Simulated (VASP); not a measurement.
Method: PBEsol GGA with spin-orbit coupling, VASP's PBE PAW potentials (set 64) (plane waves; VASP 6.6.1).

Input for VASP

**KPOINTS_OPT**
```
k-points along high-symmetry lines
8
Line-mode
Reciprocal
  0.000000   0.000000   0.000000 ! GAMMA
  0.500000   0.000000   0.500000 ! X

  0.500000   0.000000   0.500000 ! X
  0.625000   0.250000   0.625000 ! U

  0.375000   0.375000   0.750000 ! K
  0.000000   0.000000   0.000000 ! GAMMA

  0.000000   0.000000   0.000000 ! GAMMA
  0.500000   0.500000   0.500000 ! L

  0.500000   0.500000   0.500000 ! L
  0.500000   0.250000   0.750000 ! W

  0.500000   0.250000   0.750000 ! W
  0.500000   0.000000   0.500000 ! X
```

**POSCAR**
```
PbSe
1
    0.0000000000     3.0499186252     3.0499186252
    3.0499186252     0.0000000000     3.0499186252
    3.0499186252     3.0499186252     0.0000000000
Pb Se
1 1
Direct
  0.0000000000   0.0000000000   0.0000000000
  0.5000000000   0.5000000000   0.5000000000
```

**INCAR**
```
ALGO = Normal
EDIFF = 1E-6
ENCUT = 400
GGA = PS
GGA_COMPAT = .FALSE.
ISMEAR = 0
LASPH = .TRUE.
LCHARG = .FALSE.
LMAXMIX = 4
LREAL = .FALSE.
LSORBIT = .TRUE.
LWAVE = .FALSE.
MAGMOM = 0 0 0 0 0 0
NELM = 100
PREC = Accurate
SIGMA = 0.05
SYSTEM = PbSe
```

**KPOINTS**
```
Automatic mesh
0
Gamma
7 7 7
0 0 0
```

POTCAR, in this order: Pb_d Se (PBE.64 set). Program: vasp_ncl.

What VASP printed:

File OSZICAR:
```
       N       E                     dE             d eps       ncg     rms          rms(c)
DAV:   1     0.186416683456E+03    0.18642E+03   -0.79857E+03  1120   0.123E+03
DAV:   2     0.987576630892E+01   -0.17654E+03   -0.17109E+03  1132   0.357E+02
DAV:   3    -0.877051642614E+01   -0.18646E+02   -0.18245E+02  1452   0.139E+02
DAV:   4    -0.953553087040E+01   -0.76501E+00   -0.76283E+00  1348   0.302E+01
DAV:   5    -0.956175036526E+01   -0.26219E-01   -0.26217E-01  1636   0.577E+00    0.262E+00
DAV:   6    -0.934939949273E+01    0.21235E+00   -0.47086E-01  1540   0.696E+00    0.147E+00
DAV:   7    -0.934767345895E+01    0.17260E-02   -0.10693E-01  1372   0.191E+00    0.859E-01
DAV:   8    -0.934794078582E+01   -0.26733E-03   -0.84403E-03  1448   0.119E+00    0.429E-01
DAV:   9    -0.934809884713E+01   -0.15806E-03   -0.78528E-04  1336   0.299E-01    0.137E-01
DAV:  10    -0.934792937468E+01    0.16947E-03   -0.97406E-04  1528   0.378E-01    0.311E-02
DAV:  11    -0.934794856378E+01   -0.19189E-04   -0.11893E-04  1228   0.812E-02    0.990E-03
DAV:  12    -0.934795011761E+01   -0.15538E-05   -0.83619E-06  1504   0.381E-02    0.404E-03
DAV:  13    -0.934794998684E+01    0.13077E-06   -0.25532E-07   684   0.813E-03
   1 F= -.93479500E+01 E0= -.93479500E+01  d E =-.878343E-16  mag=     0.0000     0.0000    -0.0000
       N       E                     dE             ncg
       N       E                     dE             ncg
       N       E                     dE             ncg
```

**OUTCAR**
```
------------------------ aborting loop because EDIFF is reached ----------------------------------------
  FORCE on cell =-STRESS in cart. coord.  units (eV):
  Direction    XX          YY          ZZ          XY          YZ          ZX
  --------------------------------------------------------------------------------------
  Total       -0.1012998     -0.1012998     -0.1012998      0.0000000      0.0000000     -0.0000000
  in kB       -2.8603851     -2.8603851     -2.8603851      0.0000000      0.0000000     -0.0000000
  external PRESSURE =      -2.8603851 kB  Pullay stress =       0.0000000 kB
  volume of cell :       56.74
      direct lattice vectors                 reciprocal lattice vectors
     0.000000000  3.049918625  3.049918625    -0.163938800  0.163938800  0.163938800
     3.049918625  0.000000000  3.049918625     0.163938800 -0.163938800  0.163938800
     3.049918625  3.049918625  0.000000000     0.163938800  0.163938800 -0.163938800
  FREE ENERGIE OF THE ION-ELECTRON SYSTEM (eV)
  ---------------------------------------------------
  free  energy   TOTEN  =        -9.3479499868 eV

  energy  without entropy=       -9.3479499868  energy(sigma->0) =       -9.34794999

 Ion:    1  E_soc:     -0.8513989

 Ion:    2  E_soc:     -0.0484280
```
(Selected blocks of OUTCAR.)

The structure comes from a measured PbSe entry (Fm-3m) of the Crystallography Open Database, whose conditions weren't checked. It was relaxed first.
